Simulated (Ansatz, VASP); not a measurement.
## Two plane-wave programs on WF2

The input INCAR:

```
SYSTEM = WF2
ALGO = Normal ; EDIFF = 1E-7
ENCUT = 520 ; GGA = PE
ISIF = 2 ; ISMEAR = 0
LASPH = .TRUE. ; LCHARG = .TRUE.
LDAU = .TRUE. ; LDAUJ = 0 0
LDAUL = 2 -1 ; LDAUPRINT = 1
LDAUTYPE = 2 ; LDAUU = 6.2 0
LELF = .TRUE. ; LMAXMIX = 4
LREAL = .FALSE. ; LVHAR = .TRUE.
LWAVE = .FALSE. ; NBANDS = 21
NELM = 150 ; PREC = Accurate
SIGMA = 0.02
```

The input KPOINTS:

```
k-points
0
G
  10 10 10
  0 0 0
```

The input POSCAR:

```
WF2
1.0
    0.0000000000      2.4876171467      2.4876171467
    2.4876171467      0.0000000000      2.4876171467
    2.4876171467      2.4876171467      0.0000000000
W F
1 2
Direct
    0.0000000000      0.0000000000      0.0000000000
    0.2500000000      0.2500000000      0.2500000000
    0.7500000000      0.7500000000      0.7500000000
```

Input for Ansatz:

```yaml
crystal:
  lattice:
    - [0.0, 2.4876171448, 2.4876171448]
    - [2.4876171448, 0.0, 2.4876171448]
    - [2.4876171448, 2.4876171448, 0.0]
  atoms:
    - { symbol: W, position: [0.0, 0.0, 0.0] }
    - { symbol: F, position: [0.25, 0.25, 0.25] }
    - { symbol: F, position: [0.75, 0.75, 0.75] }
basis:
  ecutwfc: 420
kpoints:
  mp_grid: { grid: [10, 10, 10] }
hamiltonian:
  xc: pbe
  hubbard: { sites: [{ species: W, l: d, u_eff: 6.2 }] }
scf:
  occupations: { method: gaussian, width: 0.02 }
output:
  forces: true
  stress: true
  eigenvalues: true
```

Alike in both runs: task single point; functional PBE; k mesh 10 × 10 × 10; occupations gaussian, width 0.02 eV; no spin polarisation; Hubbard terms W d U = 6.2 eV.

|  | VASP | Ansatz |
| --- | --- | --- |
| version | VASP 6.6.1 | Ansatz 0.2.0 |
| potentials or method | VASP PAW PBE potentials, release 64 (W_sv, F) | scalar-relativistic, plane waves, PAW |
| plane-wave cutoff (eV) | 520 | 420 |
| valence electrons in the cell | 28 | 28 |

|  | VASP | Ansatz | Ansatz less VASP |
| --- | --- | --- | --- |
| gap on the k mesh at the Fermi level (eV) | 0.38 | 1.91 | +1.535 |
| least direct gap on the mesh (eV) | 1.61 | 3.25 | +1.638 |

The programs project onto different local orbitals, so the same U acts differently.

Caveats: spin-orbit coupling is left out, which moves the levels of the heavy elements.
